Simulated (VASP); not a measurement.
## Native point defects of HfB2

Wanted: a map of the native defects of HfB2, all in one supercell and at one level. The start is a cell from a database of measured crystal structures.

Method: LDA; plane waves and PAW (Hf, B), in the first sound run; inputs show where later runs differ, in VASP 6.6.1.

Report form: the programs' logs are mostly left out.

## 1. The host crystal

It takes space group P6/mmm (No. 191, hexagonal). The conventional cell has a = 3.140 Å, b = 3.140 Å, c = 3.480 Å, α = 90.00°, β = 90.00°, γ = 120.00°. Hf has 12 B at 2.51 Å nearest. Nearest to B lie 3 B at 1.81 Å and 6 Hf at 2.51 Å. Farther neighbours are not listed.

Coordinates:

```cif
data_structure
_symmetry_space_group_name_H-M 'P6/mmm'
_symmetry_Int_Tables_number 191
_cell_length_a 3.1400
_cell_length_b 3.1400
_cell_length_c 3.4800
_cell_angle_alpha 90.000
_cell_angle_beta 90.000
_cell_angle_gamma 120.000
_cell_volume 29.71
loop_
_atom_site_label
_atom_site_type_symbol
_atom_site_symmetry_multiplicity
_atom_site_Wyckoff_symbol
_atom_site_fract_x
_atom_site_fract_y
_atom_site_fract_z
_atom_site_occupancy
Hf1 Hf 1 a 0.00000 0.00000 0.00000 1
B1 B 2 d 0.66667 0.33333 0.50000 1
```

## 2. Relaxing the host crystal

First cell and atoms are relaxed at a raised cutoff, so that later runs start from this functional's own cell.

INCAR reads:

```
SYSTEM = HfB2
PREC = Accurate
ENCUT = 420
EDIFF = 1E-06
NELM = 120
ISMEAR = 0
SIGMA = 0.05
LREAL = .FALSE.
ALGO = Normal
GGA = CA
NBANDS = 11
LASPH = .TRUE.
LORBIT = 11
LWAVE = .FALSE.
LCHARG = .FALSE.
KPAR = 8
IBRION = 2
NSW = 40
ISIF = 3
EDIFFG = -0.02
POTIM = 0.4
```

POSCAR reads:

```
HfB2
1.0
    3.1400000000      0.0000000000      0.0000000000
   -1.5700000000      2.7193197679      0.0000000000
    0.0000000000      0.0000000000      3.4800000000
Hf B
1 2
Direct
    0.0000000000      0.0000000000      0.0000000000
    0.6666666667      0.3333333333      0.5000000000
    0.3333333333      0.6666666667      0.5000000000
```

KPOINTS reads:

```
Automatic mesh
0
Gamma
7 7 6
0 0 0
```

The projector-augmented-wave data sets are Hf and B (LDA family, release 64).

On the command line:

```
> mpirun -np 8 vasp_std
```

Elapsed: 5 s, on 8 MPI ranks of Intel Xeon 6975P-C (Granite Rapids), shared host; peak memory 1.1 GiB; 29 s of CPU time.

The k-mesh is coarse for a metal. The data set Hf keeps the semicore shell frozen, which is cheaper and a little less accurate. The run keeps the 24 symmetry operations of its start, so it cannot find a distortion of lower symmetry.

Relaxation path:

```
step  energy less that of the first step (eV)  largest force (eV/Å)  pressure (GPa)  volume (Å³)
   1                                   0.0000                0.0000           -9.52        29.71
   2                                  -0.0026                0.0000           10.22        27.74
   3                                  -0.0318                0.0000           -0.05        28.68
   4                                  -0.0317                0.0000            0.15        28.66
   5                                  -0.0319                0.0000            0.16        28.66
```

```
conventional cell, symmetrised  before  after  change
                         a (Å)   3.140  3.105  -1.1 %
                         b (Å)   3.140  3.105  -1.1 %
                         c (Å)   3.480  3.433  -1.3 %
              volume (Å³/atom)    9.90   9.55  -3.6 %
```

Final coordinates:

```xyz
3
Lattice="3.1046 0.0000 0.0000 -1.5523 2.6886 0.0000 0.0000 0.0000 3.4334" Properties=species:S:1:pos:R:3 pbc="T T T"
Hf    0.0000    0.0000    0.0000
B     1.5523    0.8962    1.7167
B     0.0000    1.7924    1.7167
```

Numbers from this step:

- electronic cycles: 30
- electrons: 10
- free energy (TOTEN): -29.03 eV
- energy at zero smearing: -29.03 eV
- Fermi energy: 8.091 eV
- labelled metallic, from the levels on this mesh: yes

The run ended after 5 ionic steps, 0.032 eV below its first step, once forces and stress met EDIFFG = -0.02.

## 3. The supercell without the defect

System of this step: HfB2. The cell holds 54 atoms: 18 Hf and 36 B. Cell: a = 9.314 Å, b = 9.314 Å, c = 6.867 Å, α = 90.0°, β = 90.0°, γ = 120.0°. It derives from HfB2.

The same cell, mesh and cutoff without the defect give the energy to subtract and, in a gapped host, the band edges to count from, so that most errors cancel.

INCAR reads:

```
SYSTEM = HfB2
PREC = Normal
ENCUT = 320
EDIFF = 1E-05
NELM = 120
ISMEAR = 1
SIGMA = 0.2
LREAL = Auto
ALGO = Fast
GGA = CA
NBANDS = 128
LASPH = .TRUE.
LORBIT = 11
LWAVE = .FALSE.
LCHARG = .FALSE.
KPAR = 4
NCORE = 2
```

POSCAR reads:

```
HfB2
1.0
    9.3136579155      0.0000000000      0.0000000000
   -4.6568289576      8.0658643569      0.0000000000
    0.0000000000      0.0000000000      6.8667089376
Hf B
18 36
Direct
    0.0000000000      0.0000000000      0.0000000000
    0.0000000000      0.0000000000      0.5000000000
    0.0000000000      0.3333333333      0.0000000000
    0.0000000000      0.3333333333      0.5000000000
    0.0000000000      0.6666666667      0.0000000000
    0.0000000000      0.6666666667      0.5000000000
    0.3333333333      0.0000000000      0.0000000000
    0.3333333333      0.0000000000      0.5000000000
    0.3333333333      0.3333333333      0.0000000000
    0.3333333333      0.3333333333      0.5000000000
    0.3333333333      0.6666666667      0.0000000000
    0.3333333333      0.6666666667      0.5000000000
    0.6666666667      0.0000000000      0.0000000000
    0.6666666667      0.0000000000      0.5000000000
    0.6666666667      0.3333333333      0.0000000000
    0.6666666667      0.3333333333      0.5000000000
    0.6666666667      0.6666666667      0.0000000000
    0.6666666667      0.6666666667      0.5000000000
    0.2222222222      0.1111111111      0.2500000000
    0.2222222222      0.1111111111      0.7500000000
    0.2222222222      0.4444444444      0.2500000000
    0.2222222222      0.4444444444      0.7500000000
    0.2222222222      0.7777777778      0.2500000000
    0.2222222222      0.7777777778      0.7500000000
    0.5555555556      0.1111111111      0.2500000000
    0.5555555556      0.1111111111      0.7500000000
    0.5555555556      0.4444444444      0.2500000000
    0.5555555556      0.4444444444      0.7500000000
    0.5555555556      0.7777777778      0.2500000000
    0.5555555556      0.7777777778      0.7500000000
    0.8888888889      0.1111111111      0.2500000000
    0.8888888889      0.1111111111      0.7500000000
    0.8888888889      0.4444444444      0.2500000000
    0.8888888889      0.4444444444      0.7500000000
    0.8888888889      0.7777777778      0.2500000000
    0.8888888889      0.7777777778      0.7500000000
    0.1111111111      0.2222222222      0.2500000000
    0.1111111111      0.2222222222      0.7500000000
    0.1111111111      0.5555555556      0.2500000000
    0.1111111111      0.5555555556      0.7500000000
    0.1111111111      0.8888888889      0.2500000000
    0.1111111111      0.8888888889      0.7500000000
    0.4444444444      0.2222222222      0.2500000000
    0.4444444444      0.2222222222      0.7500000000
    0.4444444444      0.5555555556      0.2500000000
    0.4444444444      0.5555555556      0.7500000000
    0.4444444444      0.8888888889      0.2500000000
    0.4444444444      0.8888888889      0.7500000000
    0.7777777778      0.2222222222      0.2500000000
    0.7777777778      0.2222222222      0.7500000000
    0.7777777778      0.5555555556      0.2500000000
    0.7777777778      0.5555555556      0.7500000000
    0.7777777778      0.8888888889      0.2500000000
    0.7777777778      0.8888888889      0.7500000000
```

KPOINTS reads:

```
Automatic mesh
0
Gamma
3 3 4
0 0 0
```

On the command line:

```
> mpirun -np 8 vasp_std
```

Run time: 45 s. Hardware: 8 MPI ranks; peak memory 1.7 GiB.

Numbers from this step:

* electronic cycles: 18
* electrons: 180
* free energy (TOTEN): -522.1800 eV
* energy at zero smearing: -522.1742 eV
* Fermi energy: 8.294 eV

The host is treated as a metal, as its relaxation found a gap under 0.3 eV or none, and only the neutral defect is run.

## 4. Reference B

This step: LDA; plane waves and PAW (B) (VASP 6.6.1).

System of this step: B. Symmetry: R-3m, No. 166, trigonal system. Conventional cell: a = 4.898 Å, b = 4.898 Å, c = 12.524 Å, α = 90.00°, β = 90.00°, γ = 120.00°. Nearest to B lie 6 B at 1.67 to 1.80 Å. Nearest to B lie 5 B at 1.77 to 1.80 Å.

The reference for B is its crystal, relaxed at the cutoff of the large cell.

INCAR reads:

```
SYSTEM = B
PREC = Normal
ENCUT = 320
EDIFF = 1E-05
NELM = 120
ISMEAR = 0
SIGMA = 0.1
LREAL = Auto
ALGO = Fast
GGA = CA
NBANDS = 30
LORBIT = 11
LWAVE = .FALSE.
LCHARG = .FALSE.
KPAR = 8
LASPH = .TRUE.
IBRION = 2
NSW = 25
ISIF = 3
EDIFFG = -0.02
POTIM = 0.4
```

POSCAR reads:

```
B
1.0
    2.4491963929      1.4140441968      4.1747204365
   -2.4491963929      1.4140441968      4.1747204365
    0.0000000000     -2.8280883935      4.1747204365
B
12
Direct
    0.0099700400      0.6542851200      0.0099700400
    0.0099700400      0.0099700400      0.6542851200
    0.6542851200      0.0099700400      0.0099700400
    0.3457148800      0.9900299600      0.9900299600
    0.9900299600      0.3457148800      0.9900299600
    0.9900299600      0.9900299600      0.3457148800
    0.2205655700      0.6316348300      0.2205655700
    0.2205655700      0.2205655700      0.6316348300
    0.6316348300      0.2205655700      0.2205655700
    0.3683651700      0.7794344300      0.7794344300
    0.7794344300      0.3683651700      0.7794344300
    0.7794344300      0.7794344300      0.3683651700
```

KPOINTS reads:

```
Automatic mesh
0
Gamma
7 7 7
0 0 0
```

The projector-augmented-wave data sets are B (LDA family, release 64).

On the command line:

```
> mpirun -np 8 vasp_std
```

The job ended after 18 s (8 MPI ranks; peak memory 1.2 GiB; 1.8 min of CPU time).

The gap is read on the k-mesh alone, so it is an upper bound where the band edges lie off the mesh. The run keeps the 12 symmetry operations of its start, so it cannot find a distortion of lower symmetry.

Relaxation path:

```
step  energy less that of the first step (eV)  largest force (eV/Å)  pressure (GPa)  volume (Å³)
   1                                   0.0000                0.1787           -9.15        86.75
   2                                  -0.0714                0.4216            3.65        82.67
   3                                  -0.0877                0.2732           -0.40        83.86
   4                                  -0.0972                0.1523            0.23        83.31
   5                                  -0.0976                0.1001            0.11        83.40
   6                                  -0.0988                0.0590           -0.05        83.36
   7                                  -0.0990                0.0319            0.00        83.37
   8                                  -0.0991                0.0038            0.00        83.37
```

```
conventional cell, symmetrised  before   after  change
                         a (Å)   4.898   4.832  -1.4 %
                         b (Å)   4.898   4.832  -1.4 %
                         c (Å)  12.524  12.370  -1.2 %
              volume (Å³/atom)    7.23    6.95  -3.9 %
```

Final coordinates:

```xyz
12
Lattice="2.4159 1.3948 4.1234 -2.4159 1.3948 4.1234 0.0000 -2.7896 4.1234" Properties=species:S:1:pos:R:3 pbc="T T T"
B    -1.5548    0.8976    2.7843
B     0.0000   -1.7953    2.7843
B     1.5548    0.8976    2.7843
B    -1.5548   -0.8976    9.5859
B     1.5548   -0.8976    9.5859
B     0.0000    1.7953    9.5859
B    -0.9853    0.5689    4.4251
B     0.0000   -1.1377    4.4251
B     0.9853    0.5689    4.4251
B    -0.9853   -0.5689    7.9452
B     0.9853   -0.5689    7.9452
B     0.0000    1.1377    7.9452
```

Numbers from this step:

```yaml
electronic_cycles: 41
electrons: 36
free_energy_toten: -89.5545 eV
fermi_energy: 6.859 eV
labelled_metallic_from_the_levels_on_this_mesh: no
gap_on_the_k_mesh: 1.352 eV
least_direct_gap_on_the_k_mesh: 1.684 eV
```

The run ended after 8 ionic steps, 0.099 eV below its first step, once forces and stress met EDIFFG = -0.02.

Energy at zero smearing: -89.55452 eV.

## 5. Reference Hf

This step: LDA; plane waves and PAW (Hf) (VASP 6.6.1).

System of this step: Hf. It takes space group P6_3/mmc (No. 194, hexagonal). The conventional cell has a = 3.200 Å, b = 3.200 Å, c = 5.062 Å, α = 90.00°, β = 90.00°, γ = 120.00°. Hf has 12 Hf at 3.13 to 3.20 Å nearest.

The reference for Hf is its crystal, relaxed at the cutoff of the large cell.

INCAR reads:

```
SYSTEM = Hf
PREC = Normal
ENCUT = 320
EDIFF = 1E-05
NELM = 120
ISMEAR = 1
SIGMA = 0.1
LREAL = Auto
ALGO = Fast
GGA = CA
NBANDS = 10
LASPH = .TRUE.
LORBIT = 11
LWAVE = .FALSE.
LCHARG = .FALSE.
KPAR = 8
IBRION = 2
NSW = 25
ISIF = 3
EDIFFG = -0.02
POTIM = 0.4
```

POSCAR reads:

```
Hf
1.0
    3.2000000000      0.0000000000      0.0000000000
   -1.6000000000      2.7712812921      0.0000000000
    0.0000000000      0.0000000000      5.0624000000
Hf
2
Direct
    0.0000000000      0.0000000000      0.0000000000
    0.3333333333      0.6666666667      0.5000000000
```

KPOINTS reads:

```
Automatic mesh
0
Gamma
10 10 5
0 0 0
```

The projector-augmented-wave data sets are Hf (LDA family, release 64).

On the command line:

```
> mpirun -np 8 vasp_std
```

Elapsed: 3.6 s, on 8 MPI ranks; peak memory 0.89 GiB.

The steps of the relaxation:

```
step  energy less that of the first step (eV)  largest force (eV/Å)  pressure (GPa)  volume (Å³)
   1                                   0.0000                0.0000           -9.00        44.89
   2                                  -0.0249                0.0000            9.85        38.65
   3                                  -0.1054                0.0000           -0.15        41.42
   4                                  -0.1054                0.0000            0.06        41.35
```

```
conventional cell, symmetrised  before  after  change
                         a (Å)   3.200  3.116  -2.6 %
                         b (Å)   3.200  3.116  -2.6 %
                         c (Å)   5.062  4.919  -2.8 %
              volume (Å³/atom)   22.45  20.68  -7.9 %
```

Final coordinates:

```xyz
2
Lattice="3.1156 0.0000 0.0000 -1.5578 2.6982 0.0000 0.0000 0.0000 4.9189" Properties=species:S:1:pos:R:3 pbc="T T T"
Hf    0.0000    0.0000    0.0000
Hf    0.0000    1.7988    2.4594
```

Numbers from this step:

```yaml
electronic_cycles: 27
electrons: 8
free_energy_toten: -21.50 eV
energy_at_zero_smearing: -21.50 eV
fermi_energy: 5.780 eV
labelled_metallic_from_the_levels_on_this_mesh: yes
```

The run ended after 4 ionic steps, 0.105 eV below its first step, once forces and stress met EDIFFG = -0.02.

Energy at zero smearing: -21.49814 eV.

## 6. The defect cell, 53 atoms, defect Hf vacancy

This step: LDA; plane waves and PAW (Hf, B) (VASP 6.6.1).

System of this step: Hf17B36. The cell holds 53 atoms: 17 Hf and 36 B. Cell: a = 9.314 Å, b = 9.314 Å, c = 6.867 Å, α = 90.0°, β = 90.0°, γ = 120.0°. It derives from HfB2. Nearest the centre at fractional (0.000, 0.000, 0.000): B30 at 2.48 Å, B31 at 2.48 Å, B40 at 2.48 Å, B41 at 2.48 Å, B34 at 2.48 Å, B36 at 2.48 Å, B35 at 2.48 Å, B37 at 2.48 Å.

The host is treated as a metal, since its gap is under 0.3 eV or closed. The run keeps 24 symmetry operations, which cuts the number of k-points but bars distortions that break them. The atoms relax at the host's fixed cell.

INCAR reads:

```
SYSTEM = Hf17B36
PREC = Normal
ENCUT = 320
EDIFF = 1E-05
NELM = 120
ISMEAR = 1
SIGMA = 0.2
LREAL = Auto
ALGO = Fast
GGA = CA
NBANDS = 128
LASPH = .TRUE.
LORBIT = 11
LWAVE = .FALSE.
LCHARG = .TRUE.
KPAR = 4
NCORE = 2
IBRION = 2
NSW = 50
ISIF = 2
EDIFFG = -0.03
POTIM = 0.4
MAXMIX = 40
ISYM = 2
```

POSCAR reads:

```
Hf17B36
1.0
    9.3136579155      0.0000000000      0.0000000000
   -4.6568289576      8.0658643569      0.0000000000
    0.0000000000      0.0000000000      6.8667089376
Hf B
17 36
Direct
    0.0000000000      0.0000000000      0.5000000000
    0.0000000000      0.3333333300      0.0000000000
    0.0000000000      0.3333333300      0.5000000000
    0.0000000000      0.6666666700      0.0000000000
    0.0000000000      0.6666666700      0.5000000000
    0.3333333300      0.0000000000      0.0000000000
    0.3333333300      0.0000000000      0.5000000000
    0.3333333300      0.3333333300      0.0000000000
    0.3333333300      0.3333333300      0.5000000000
    0.3333333300      0.6666666700      0.0000000000
    0.3333333300      0.6666666700      0.5000000000
    0.6666666700      0.0000000000      0.0000000000
    0.6666666700      0.0000000000      0.5000000000
    0.6666666700      0.3333333300      0.0000000000
    0.6666666700      0.3333333300      0.5000000000
    0.6666666700      0.6666666700      0.0000000000
    0.6666666700      0.6666666700      0.5000000000
    0.2222222200      0.1111111100      0.2500000000
    0.2222222200      0.1111111100      0.7500000000
    0.2222222200      0.4444444400      0.2500000000
    0.2222222200      0.4444444400      0.7500000000
    0.2222222200      0.7777777800      0.2500000000
    0.2222222200      0.7777777800      0.7500000000
    0.5555555600      0.1111111100      0.2500000000
    0.5555555600      0.1111111100      0.7500000000
    0.5555555600      0.4444444400      0.2500000000
    0.5555555600      0.4444444400      0.7500000000
    0.5555555600      0.7777777800      0.2500000000
    0.5555555600      0.7777777800      0.7500000000
    0.8888888900      0.1111111100      0.2500000000
    0.8888888900      0.1111111100      0.7500000000
    0.8888888900      0.4444444400      0.2500000000
    0.8888888900      0.4444444400      0.7500000000
    0.8888888900      0.7777777800      0.2500000000
    0.8888888900      0.7777777800      0.7500000000
    0.1111111100      0.2222222200      0.2500000000
    0.1111111100      0.2222222200      0.7500000000
    0.1111111100      0.5555555600      0.2500000000
    0.1111111100      0.5555555600      0.7500000000
    0.1111111100      0.8888888900      0.2500000000
    0.1111111100      0.8888888900      0.7500000000
    0.4444444400      0.2222222200      0.2500000000
    0.4444444400      0.2222222200      0.7500000000
    0.4444444400      0.5555555600      0.2500000000
    0.4444444400      0.5555555600      0.7500000000
    0.4444444400      0.8888888900      0.2500000000
    0.4444444400      0.8888888900      0.7500000000
    0.7777777800      0.2222222200      0.2500000000
    0.7777777800      0.2222222200      0.7500000000
    0.7777777800      0.5555555600      0.2500000000
    0.7777777800      0.5555555600      0.7500000000
    0.7777777800      0.8888888900      0.2500000000
    0.7777777800      0.8888888900      0.7500000000
```

KPOINTS reads:

```
Automatic mesh
0
Gamma
3 3 4
0 0 0
```

PAW data sets: Hf and B (LDA family, release 64).

On the command line:

```
> mpirun -np 8 vasp_std
```

Elapsed: 87 s, on 8 MPI ranks; peak memory 1.9 GiB.

The steps of the relaxation:

```
step  energy less that of the first step (eV)  largest force (eV/Å)
   1                                   0.0000                0.6232
   2                                  -0.0865                0.1337
   3                                  -0.0936                0.0827
   4                                  -0.0936                0.0859
   5                                  -0.0983                0.0258
```

The atoms that moved most (Å):

```
atom      dx      dy      dz  length
 Hf6  -0.031   0.000   0.000   0.031
Hf12   0.031   0.000   0.000   0.031
 Hf8  -0.016  -0.027   0.000   0.031
 Hf2   0.016  -0.027   0.000   0.031
Hf16   0.016   0.027   0.000   0.031
 Hf4  -0.016   0.027   0.000   0.031
 B52   0.015   0.008  -0.006   0.018
 B53   0.015   0.008   0.006   0.018
```

Numbers from this step:

```
electronic cycles       : 37
electrons               : 176
free energy (TOTEN)     : -505.8709 eV
energy at zero smearing : -505.8727 eV
Fermi energy            : 7.248 eV
```

Valence density in the ab plane at fractional z = 0.000, through the centre, with atoms of Hf within 0.45 Å of it. It is the smooth field of the valence electrons, not physical close to the nuclei.

Ten even steps from '0' (0.02 e/Å³) to '9' (0.25 e/Å³), each cell a mean:
```
00134688888777888888542100
01246898998777899997542100
23467888887877888887542111
34677887777777778877543223
57887887788877787887644444
89987888899987878998766667
78987789888987789878977788
88987798888977898888988898
89977898889877898889878988
88877899898777888998878998
77777889887777789877877898
77777787777777777777777777
78877787788777777788877777
89987888898877778999877778
88987788988987789889977788
88987898889977898889877898
88987898889877898889877987
88777788898778898998778998
65555578987877899877878897
43334467877777777777777765
22223467888877777788887643
10113467999987778999976431
00013468889987789988864310
00023578888877788888743100
```
Columns run along a (9.3 Å), rows up along b (9.3 Å). Atoms in or near the plane, at fractional coordinates: Hf at (0.00, 0.33), Hf at (0.00, 0.67), Hf at (0.33, 0.00), Hf at (0.33, 0.33), Hf at (0.33, 0.67), Hf at (0.67, 0.00), Hf at (0.67, 0.33), Hf at (0.67, 0.67).

The run ended after 5 ionic steps, 0.098 eV below its first step, once the forces on the free atoms met EDIFFG = -0.03.

The 12 first neighbours (B) lie 2.48 Å from the site in the perfect crystal and 2.47 Å on average after the relaxation (-0.7 %).

(Part 1 of 2 ends here.)

[Lines on the potential files, build, host, timing and source positions are cut from VASP's logs without a mark.]

[Logs are printed without paths, hosts, clocks, repeated set-up lines and the standing remarks that a program may print on its own settings, such as how far it seeks lower states.]

[Hosts, paths, dates, database ids (printed as entryN), source tags and the programs' standing remarks are cut or masked in the printed files.]

[In band tables of VASP the shares of atoms and orbitals are scaled to a sum of 1 inside the atoms' spheres.]

[Runs that stopped without an error message from VASP are left out.]
